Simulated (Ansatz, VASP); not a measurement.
# One calculation of HPbNO4, two programs

Contents of INCAR:

```
PREC     = Accurate       # precision mode
ENCUT    = 520            # plane-wave cutoff, eV
EDIFF    = 1E-6           # SCF threshold, eV
ISMEAR   = -1             # smearing method
SIGMA    = 0.05           # smearing width, eV
LREAL    = False          # projectors in reciprocal space
LASPH    = True           # aspherical terms in the spheres
NELM     = 80             # most SCF steps
ALGO     = Fast           # electronic algorithm
ISIF     = 2              # what is computed and relaxed
LWAVE    = False          # write WAVECAR
LCHARG   = True           # write CHGCAR
GGA      = PE             # functional
LELF     = True           # ELF
```

KPOINTS

```
regular mesh
0
Gamma
  7 7 5
```

The input POSCAR:

```
HPbNO4
1.0
    4.2040700000      0.0000000000      0.0000000000
    2.0217200000      3.8395200000      0.0000000000
    2.0468600000      1.2790000000      6.2813200000
H Pb N O
1 1 1 4
Direct
    0.8914500000      0.6820200000      0.6279600000
    0.1442600000      0.9287200000      0.8835200000
    0.2567000000      0.2886100000      0.3017100000
    0.8310800000      0.6505600000      0.7840500000
    0.3869400000      0.2238000000      0.1129500000
    0.3110400000      0.0357600000      0.4585600000
    0.0772600000      0.6063300000      0.3227500000
```

File input.yaml:

```yaml
crystal:
  lattice:
    - [4.20407, 0.0, 0.0]
    - [2.02172, 3.83952, 0.0]
    - [2.04686, 1.279, 6.28132]
  atoms:
    - { symbol: H, position: [0.89145, 0.68202, 0.62796] }
    - { symbol: Pb, position: [0.14426, 0.92872, 0.88352] }
    - { symbol: "N", position: [0.2567, 0.28861, 0.30171] }
    - { symbol: O, position: [0.83108, 0.65056, 0.78405] }
    - { symbol: O, position: [0.38694, 0.2238, 0.11295] }
    - { symbol: O, position: [0.31104, 0.03576, 0.45856] }
    - { symbol: O, position: [0.07726, 0.60633, 0.32275] }
hamiltonian:
  xc: pbe
  pseudopotentials: { kind: paw }
kpoints:
  mp_grid: { grid: [7, 7, 5] }
scf:
  occupations: { method: fermi_dirac, width: 0.05 }
output:
  forces: true
  stress: true
  eigenvalues: true
  write_density: true
  write_potential: true
  elf: true
  volumetric_format: npy
```

The cell was built by a generator and needn't be a form met in nature.

Alike in both runs: task electron localisation function; functional PBE; k mesh 7 × 7 × 5; occupations fermi-dirac, width 0.05 eV; no spin polarisation.

|  | VASP | Ansatz |
| --- | --- | --- |
| version | VASP 6.6.1 | Ansatz 0.2.0 |
| potentials or method | VASP PAW PBE potentials, release 64 (H, Pb_d, N, O) | Ansatz PAW |
| plane-wave cutoff (eV) | 520 | 420 |
| valence electrons in the cell | 44 | 44 |

Ansatz gave:

| Quantity | Value |
| --- | --- |
| gap on the k mesh at the Fermi level (eV) | 2.82 |
| least direct gap on the mesh (eV) | 2.84 |
| pressure (GPa) | 0.0 |
| largest component of the traceless stress (GPa) | 0.03 |
| rms of the force components (eV/Å) | 0.001 |

Q: Which values does VASP return?

A: gap on the k mesh at the Fermi level (eV): 2.79; least direct gap on the mesh (eV): 2.81; pressure (GPa): 0.6; largest component of the traceless stress (GPa): 0.81; rms of the force components (eV/Å): 0.152.

Atom by atom the forces differ by 0.152 eV/Å (rms over components). One of these differences is far larger than is usual between the two programs; its cause wasn't traced. With one functional, cell and mesh, what is left measures potentials, basis and numerics.

Caveats: spin-orbit coupling is left out, which as a rule narrows the gap of such compounds by several tenths of an eV; the standard files for N, O and F lose accuracy on very short bonds (VASP); an odd mesh through Γ misses points on the zone boundary, where band edges often lie (VASP); odd divisions of the mesh miss points on the zone boundary, where band edges often lie, so the gap on the mesh can be too wide (Ansatz); the pressure holds a Pulay correction of +0.6 GPa for the finite cutoff (Ansatz). PBE gaps usually lie below the measured ones, often by a third to a half.
